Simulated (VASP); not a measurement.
```xyz
2
Lattice="0.0000 2.8257 2.8257 2.8257 0.0000 2.8257 2.8257 2.8257 0.0000" Properties=species:S:1:pos:R:3 pbc="T T T"
Cd     0.0000     0.0000     0.0000
S      1.4128     1.4128     1.4128
```

All values below come from LDA (Ceperley-Alder, Perdew-Zunger), VASP's LDA PAW potentials (set 64) (plane waves; VASP). Numerical set-up: 500 eV cut-off, 8×8×8 Γ-centred mesh, Gaussian smearing of 0.050 eV, potentials Cd S.

What does the run give for the energy per atom (σ→0), pressure, band gap (on the k-mesh) with the smallest direct gap where there is one?

```json
{
 "band gap (on the k-mesh)": "1.09 eV",
 "smallest direct gap (on the k-mesh)": "1.09 eV",
 "energy per atom (σ→0)": "-3.682 eV/atom",
 "pressure": "4.96 GPa"
}
```

Total energies compare only between runs with the same potentials, cut-off and functional.

The compound is CdS in the zinc blende structure, a metastable form; wurtzite is the usual one. It was relaxed first under an external pressure of 5 GPa.
